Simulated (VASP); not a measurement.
An input for Quantum ESPRESSO's pw.x (written as the equivalent of a VASP run, and not itself run):

```
&CONTROL
  calculation = 'vc-relax'
  pseudo_dir = './pseudo'
  outdir = './out'
  tprnfor = .true.
  tstress = .true.
  nstep = 60
  forc_conv_thr = 0.00039
/
&SYSTEM
  ibrav = 0
  nat = 2
  ntyp = 2
  ecutwfc = 82.3
  occupations = 'smearing'
  smearing = 'methfessel-paxton'
  degauss = 0.00735
  input_dft = 'pbesol'
/
&ELECTRONS
  conv_thr = 7.3e-08
  electron_maxstep = 100
/
&IONS
/
&CELL
/
ATOMIC_SPECIES
  Y 88.906 Y.upf
  Te 127.600 Te.upf
CELL_PARAMETERS angstrom
     3.7263591    0.0000000   -0.0000000
    -0.0000000    3.7263591    0.0000000
     0.0000000    0.0000000    3.7263591
ATOMIC_POSITIONS crystal
  Y    0.0000000  0.0000000  0.0000000
  Te   0.5000000  0.5000000  0.5000000
K_POINTS automatic
  9 9 9 0 0 0
```

### Question
Write the VASP files for the same calculation (PBEsol).

### Answer
Several could match; the one computed here: 
POSCAR:
```
YTe
1.0
  3.7263590879   0.0000000000   0.0000000000
  0.0000000000   3.7263590879   0.0000000000
  0.0000000000   0.0000000000   3.7263590879
Y Te
1 1
Cartesian
  0.0000000000   0.0000000000   0.0000000000
  1.8631795440   1.8631795440   1.8631795440
```

**KPOINTS**
```
Automatic mesh
0
Gamma
9 9 9
0 0 0
```

**INCAR**
```
ALGO = Normal
EDIFF = 1E-6
EDIFFG = -0.01
ENCUT = 400
GGA = PS
IBRION = 2
ISIF = 3
ISMEAR = 1
LASPH = T
LCHARG = F
LMAXMIX = 4
LREAL = F
LWAVE = F
NELM = 100
NSW = 60
PREC = Accurate
SIGMA = 0.1
SYSTEM = YTe
```

POTCAR, in this order: Y_sv Te (PBE.64 set). Program: vasp_std.

What does not carry over: the potentials are each code's own (VASP's PAW set, PseudoDojo norm-conserving files in pw.x), so ENCUT and ecutwfc are chosen apart and not converted; conv_thr bounds pw.x's estimated SCF error, while EDIFF bounds the energy change between steps; forc_conv_thr acts on force components and is met together with etot_conv_thr.

The structure was generated: YTe was put into the CsCl type type (Pm-3m), which need not be its known phase. This run relaxes it. Symmetry was kept, so distortions that lower it aren't found. The start is the result of an earlier pass.
